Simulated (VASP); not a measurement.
Output of a VASP run:

**OSZICAR**
```
       N       E                     dE             d eps       ncg     rms          rms(c)
DAV:   1     0.219471195908E+03    0.21947E+03   -0.13344E+04   208   0.109E+03
DAV:   2    -0.940551025669E+01   -0.22888E+03   -0.22578E+03   226   0.260E+02
DAV:   3    -0.311832528757E+02   -0.21778E+02   -0.21592E+02   280   0.879E+01
DAV:   4    -0.317767195313E+02   -0.59347E+00   -0.59277E+00   248   0.176E+01
DAV:   5    -0.318051570223E+02   -0.28437E-01   -0.28434E-01   344   0.367E+00    0.697E+00
DAV:   6    -0.315105485909E+02    0.29461E+00   -0.51993E-01   304   0.625E+00    0.440E+00
DAV:   7    -0.314469240223E+02    0.63625E-01   -0.39419E-01   272   0.350E+00    0.837E-01
DAV:   8    -0.314475168760E+02   -0.59285E-03   -0.38402E-02   280   0.165E+00    0.568E-01
DAV:   9    -0.314501662050E+02   -0.26493E-02   -0.61331E-03   248   0.494E-01    0.100E-01
DAV:  10    -0.314501492324E+02    0.16973E-04   -0.22667E-04   320   0.145E-01    0.693E-02
DAV:  11    -0.314503070759E+02   -0.15784E-03   -0.24293E-04   240   0.764E-02    0.421E-02
DAV:  12    -0.314503151762E+02   -0.81004E-05   -0.13422E-05   264   0.333E-02    0.200E-02
DAV:  13    -0.314503183691E+02   -0.31929E-05   -0.69802E-06   240   0.169E-02    0.436E-03
DAV:  14    -0.314503181379E+02    0.23125E-06   -0.20926E-07   168   0.279E-03
   1 F= -.31450318E+02 E0= -.31450318E+02  d E =-.314503E+02
       N       E                     dE             d eps       ncg     rms          rms(c)
DAV:   1    -0.314539778265E+02   -0.36595E-02   -0.89850E-02   292   0.334E+00    0.363E-01
DAV:   2    -0.314513094539E+02    0.26684E-02   -0.64032E-03   280   0.109E+00    0.133E-01
DAV:   3    -0.314507697385E+02    0.53972E-03   -0.18028E-03   294   0.465E-01    0.813E-02
DAV:   4    -0.314507548867E+02    0.14852E-04   -0.46054E-05   244   0.580E-02    0.619E-02
DAV:   5    -0.314507245310E+02    0.30356E-04   -0.23615E-05   246   0.282E-02    0.146E-02
DAV:   6    -0.314507208159E+02    0.37151E-05   -0.25508E-06   240   0.101E-02    0.391E-03
DAV:   7    -0.314507203686E+02    0.44731E-06   -0.22288E-07   120   0.371E-03
   2 F= -.31450720E+02 E0= -.31450720E+02  d E =-.402231E-03
```

OUTCAR:
```
------------------------ aborting loop because EDIFF is reached ----------------------------------------
  FORCE on cell =-STRESS in cart. coord.  units (eV):
  Direction    XX          YY          ZZ          XY          YZ          ZX
  --------------------------------------------------------------------------------------
  Total       -0.0793915     -0.0793915     -0.0793915     -0.0000000      0.0000000      0.0000000
  in kB       -0.5019980     -0.5019980     -0.5019980     -0.0000000      0.0000000      0.0000000
  external PRESSURE =      -0.5019980 kB  Pullay stress =       0.0000000 kB
  volume of cell :      253.39
      direct lattice vectors                 reciprocal lattice vectors
     6.327917896 -0.000000000 -0.000000000     0.158029863 -0.000000000  0.000000000
     0.000000000  6.327917896  0.000000000     0.000000000  0.158029863 -0.000000000
    -0.000000000  0.000000000  6.327917896     0.000000000 -0.000000000  0.158029863
 POSITION                                       TOTAL-FORCE (eV/Angst)
 -----------------------------------------------------------------------------------
      6.32792     -0.00000     -0.00000         0.000000      0.000000     -0.000000
      1.63457      1.63457      1.63457         0.008351      0.008351      0.008351
      4.69335      4.69335      1.63457        -0.008351     -0.008351      0.008351
      4.69335      1.63457      4.69335        -0.008351      0.008351     -0.008351
      1.63457      4.69335      4.69335         0.008351     -0.008351     -0.008351
      3.16396      3.16396     -0.00000         0.000000      0.000000     -0.000000
      3.16396      0.00000      3.16396         0.000000     -0.000000     -0.000000
      6.32792      3.16396      3.16396         0.000000      0.000000     -0.000000
 -----------------------------------------------------------------------------------
    total drift:                               -0.000000     -0.000000     -0.000000
  FREE ENERGIE OF THE ION-ELECTRON SYSTEM (eV)
  ---------------------------------------------------
  free  energy   TOTEN  =       -31.4507203686 eV

  energy  without entropy=      -31.4507203686  energy(sigma->0) =      -31.45072037

 reached required accuracy - stopping structural energy minimisation
```
(Selected blocks of OUTCAR.)

POSCAR:
```
Al3InSb4
1
    6.3193139898     0.0000000000     0.0000000000
    0.0000000000     6.3193139898    -0.0000000000
    0.0000000000    -0.0000000000     6.3193139898
In Sb Al
1 4 3
Direct
  0.0000000000   0.0000000000   0.0000000000
  0.2581765952   0.2581765952   0.2581765952
  0.7418234048   0.7418234048   0.2581765952
  0.7418234048   0.2581765952   0.7418234048
  0.2581765952   0.7418234048   0.7418234048
  0.5000000000   0.5000000000   0.0000000000
  0.5000000000   0.0000000000   0.5000000000
  0.0000000000   0.5000000000   0.5000000000
```

Write an INCAR and KPOINTS that could have produced this output.

One answer among several that fit: the input of the run itself, PBE GGA, plane waves, VASP's PBE PAW potentials (set 64).

KPOINTS:
```
Automatic mesh
0
G
 3 3 3
```

**INCAR**
```
# general
SYSTEM  = Al3InSb4
PREC    = Accurate
ENCUT   = 400   # plane-wave cut-off (eV)
LREAL   = .FALSE.   # projection in real space or not
LASPH   = .TRUE.   # aspherical one-centre terms

# electronic loop
EDIFF   = 1E-6   # SCF stop (eV)
NELM    = 100
ALGO    = Normal
LMAXMIX = 4

# smearing
ISMEAR  = 0   # Gaussian
SIGMA   = 0.05   # width (eV)

# functional
GGA     = PE   # PBE

# ions
IBRION  = 2   # conjugate gradients
NSW     = 60   # most ionic steps
ISIF    = 3   # ions, shape and volume
EDIFFG  = -0.02   # ionic stop

# output
LWAVE   = .FALSE.
LCHARG  = .FALSE.
```

POTCAR, in this order: In_d Sb Al (PBE.64 set). Program: vasp_std.

The structure was generated: Al3InSb4 was put into an ordered model structure (P-43m), which need not be its known phase. This run relaxes it. Symmetry was kept, so distortions that lower it aren't found. The start is the result of an earlier pass.
